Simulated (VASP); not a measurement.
Input:

```yaml
crystal:
  lattice:
    - [0.00000, 2.69502, 2.69502]
    - [2.69502, 0.00000, 2.69502]
    - [2.69502, 2.69502, 0.00000]
  atoms:
    - { symbol: Ga, position: [0.00000, 0.00000, 0.00000] }
    - { symbol: P, position: [0.25000, 0.25000, 0.25000] }
```

These are LDA (Ceperley-Alder, Perdew-Zunger), VASP's LDA PAW potentials (set 64) (plane waves; VASP) values and carry that method's errors. Numerical set-up: 400 eV cut-off, 8×8×8 Γ-centred mesh, Gaussian smearing of 0.050 eV, potentials Ga_d P.

Question: Estimate the energy per atom (σ→0), band gap (on the k-mesh) with the smallest direct gap where there is one.

Answer: 
```
Property                                     Result
-----------------------------------  --------------
band gap (on the k-mesh)                    1.43 eV
smallest direct gap (on the k-mesh)         1.92 eV
energy per atom (σ→0)                -5.225 eV/atom
```

Only differences to runs with the same potentials and settings are physical.

The compound is GaP in the zinc blende structure. It was relaxed first. The start is the result of an earlier pass.
